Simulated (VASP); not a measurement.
Computed with revTPSS meta-GGA, VASP's PBE PAW potentials (set 64) (plane waves; VASP).

VASP ran on this input.

**INCAR**
```
LWAVE = F
METAGGA = RTPSS
ISIF = 4
LCHARG = F
NELM = 100
ALGO = Normal
NSW = 30
EDIFFG = -0.01   # ionic stop
PREC = Accurate
LMIXTAU = T
LMAXMIX = 6   # l cut-off of mixed one-centre charges
LASPH = T
SIGMA = 0.1
IBRION = 2   # conjugate gradients
SYSTEM = Tb
LREAL = F
ENCUT = 520
ISMEAR = 1
EDIFF = 1E-7
```

### POSCAR
```
Tb
1
    1.7726955763    -3.0703983625     0.0000000000
    1.7726955763     3.0703983625     0.0000000000
    0.0000000000     0.0000000000     5.5252030090
Tb
2
Direct
  0.3333330000   0.6666670000   0.2500000000
  0.6666670000   0.3333330000   0.7500000000
```

**KPOINTS**
```
kpoints
0
G
12 12 7
```

POTCAR, in this order: Tb_3 (PBE.64 set). Program: vasp_std.

Output

OSZICAR:
```
       N       E                     dE             d eps       ncg     rms          rms(c)
DAV:   1     0.127781633185E+03    0.12778E+03   -0.10646E+04  1976   0.151E+03
DAV:   2     0.640332726349E+02   -0.63748E+02   -0.62499E+02  2096   0.332E+02
DAV:   3     0.609200035700E+02   -0.31133E+01   -0.29141E+01  2779   0.418E+01
DAV:   4     0.608223569779E+02   -0.97647E-01   -0.96802E-01  2491   0.712E+00
DAV:   5     0.608190207273E+02   -0.33363E-02   -0.33348E-02  3031   0.108E+00    0.288E+01
DAV:   6     0.530717124876E+02   -0.77473E+01   -0.53020E+01  1976   0.944E+02    0.161E+01
DAV:   7     0.539433733084E+02    0.87166E+00   -0.16050E+00  3376   0.488E+01    0.378E-01
DAV:   8     0.530773155024E+02   -0.86606E+00   -0.69627E-01  1976   0.117E+01    0.324E-01
DAV:   9     0.542631285713E+02    0.11858E+01   -0.34476E+02  1976   0.682E+03    0.273E-01
DAV:  10     0.529958111240E+02   -0.12673E+01   -0.57402E-01  1976   0.102E+01    0.384E-01
DAV:  11     0.529942348991E+02   -0.15762E-02   -0.16293E-03  2551   0.339E-01    0.172E-01
DAV:  12     0.529919547887E+02   -0.22801E-02   -0.17071E-04  2251   0.105E-01    0.736E-02
DAV:  13     0.529892382331E+02   -0.27166E-02   -0.72639E-04  2046   0.348E-01    0.436E-02
DAV:  14     0.529891207471E+02   -0.11749E-03   -0.10871E-05  2541   0.281E-02    0.363E-02
DAV:  15     0.529891050258E+02   -0.15721E-04   -0.47408E-07  2396   0.671E-03    0.408E-02
DAV:  16     0.529889913859E+02   -0.11364E-03   -0.22970E-05  2031   0.525E-02    0.126E-02
DAV:  17     0.529889947264E+02    0.33405E-05   -0.13514E-06  2181   0.107E-02    0.328E-03
DAV:  18     0.529889915498E+02   -0.31766E-05   -0.18258E-07  2110   0.511E-03    0.345E-03
DAV:  19     0.529889910695E+02   -0.48028E-06   -0.13515E-07  1556   0.371E-03    0.337E-03
DAV:  20     0.529889908520E+02   -0.21752E-06   -0.26226E-08  1113   0.202E-03    0.283E-03
DAV:  21     0.529889907986E+02   -0.53419E-07   -0.45180E-08  1093   0.217E-03
   1 F= 0.52988991E+02 E0= 0.52989040E+02  d E =0.529890E+02
       N       E                     dE             d eps       ncg     rms          rms(c)
DAV:   1     0.529871133994E+02   -0.18775E-02   -0.73256E-02  1986   0.202E+00    0.169E-01
DAV:   2     0.529881277623E+02    0.10144E-02   -0.12433E-03  2326   0.311E-01    0.108E-01
DAV:   3     0.529883821567E+02    0.25439E-03   -0.64537E-04  2301   0.188E-01    0.675E-02
DAV:   4     0.529884535887E+02    0.71432E-04   -0.10194E-04  2126   0.940E-02    0.118E-02
DAV:   5     0.529883854431E+02   -0.68146E-04   -0.62926E-05  1996   0.817E-02    0.147E-02
DAV:   6     0.529883820971E+02   -0.33460E-05   -0.53436E-06  2176   0.194E-02    0.155E-03
DAV:   7     0.529883810394E+02   -0.10578E-05   -0.15447E-06  2266   0.977E-03    0.168E-03
DAV:   8     0.529883807295E+02   -0.30983E-06   -0.19830E-07  2026   0.385E-03    0.824E-04
DAV:   9     0.529883807252E+02   -0.43553E-08   -0.19755E-08  1073   0.132E-03
   2 F= 0.52988381E+02 E0= 0.52988607E+02  d E =-.610073E-03
       N       E                     dE             d eps       ncg     rms          rms(c)
DAV:   1     0.529872898863E+02   -0.10908E-02   -0.53932E-02  1986   0.173E+00    0.145E-01
DAV:   2     0.529880431274E+02    0.75324E-03   -0.91979E-04  2326   0.268E-01    0.948E-02
DAV:   3     0.529882287997E+02    0.18567E-03   -0.46658E-04  2316   0.160E-01    0.614E-02
DAV:   4     0.529882840932E+02    0.55293E-04   -0.73955E-05  2131   0.806E-02    0.977E-03
DAV:   5     0.529882320913E+02   -0.52002E-04   -0.47865E-05  1996   0.709E-02    0.129E-02
DAV:   6     0.529882293624E+02   -0.27288E-05   -0.37372E-06  2191   0.162E-02    0.124E-03
DAV:   7     0.529882287781E+02   -0.58433E-06   -0.10460E-06  2281   0.797E-03    0.157E-03
DAV:   8     0.529882285368E+02   -0.24125E-06   -0.14776E-07  1828   0.325E-03    0.716E-04
DAV:   9     0.529882285324E+02   -0.44265E-08   -0.17613E-08  1033   0.129E-03
   3 F= 0.52988229E+02 E0= 0.52988604E+02  d E =-.762266E-03
```

File OUTCAR:
```
------------------------ aborting loop because EDIFF is reached ----------------------------------------
  FORCE on cell =-STRESS in cart. coord.  units (eV):
  Direction    XX          YY          ZZ          XY          YZ          ZX
  --------------------------------------------------------------------------------------
  Total        0.4323033      0.4323031      0.4289615      0.0000000      0.0000000      0.0000000
  in kB       11.5157436     11.5157402     11.4267258      0.0000000      0.0000000      0.0000000
  external PRESSURE =      11.4860699 kB  Pullay stress =       0.0000000 kB
  volume of cell :       60.15
      direct lattice vectors                 reciprocal lattice vectors
     1.766617331 -3.059870520 -0.000000000     0.283026772 -0.163405607 -0.000000000
     1.766617331  3.059870520  0.000000000     0.283026772  0.163405607  0.000000000
     0.000000000 -0.000000000  5.563288605     0.000000000 -0.000000000  0.179749797
 POSITION                                       TOTAL-FORCE (eV/Angst)
 -----------------------------------------------------------------------------------
      1.76662      1.01996      1.39082        -0.000000      0.000000      0.000000
      1.76662     -1.01996      4.17247         0.000000     -0.000000      0.000000
 -----------------------------------------------------------------------------------
    total drift:                                0.000003      0.000106     -0.000011
  FREE ENERGIE OF THE ION-ELECTRON SYSTEM (eV)
  ---------------------------------------------------
  free  energy   TOTEN  =        52.9882285324 eV

  energy  without entropy=       52.9893559353  energy(sigma->0) =       52.98860433

 reached required accuracy - stopping structural energy minimisation
```
(Selected blocks of OUTCAR.)

File CONTCAR:
```
Tb
   1.00000000000000
     1.7666173309450246   -3.0598705197918625   -0.0000000000000000
     1.7666173309450246    3.0598705197918625    0.0000000000000000
     0.0000000000000000   -0.0000000000000000    5.5632886046846499
  Tb
     2
Direct
     0.3333330000000032    0.6666669999999968    0.2500000000000000
     0.6666669999999968    0.3333330000000032    0.7500000000000000
```

The 4f electrons are frozen in the core of the lanthanide potential, so 4f levels, which can set the real gap, and their magnetism are missing.

The compound is Tb in the hcp structure. This cell is one point of a volume scan, at 0.97 of the reference volume. Symmetry was kept, so distortions that lower it aren't found.
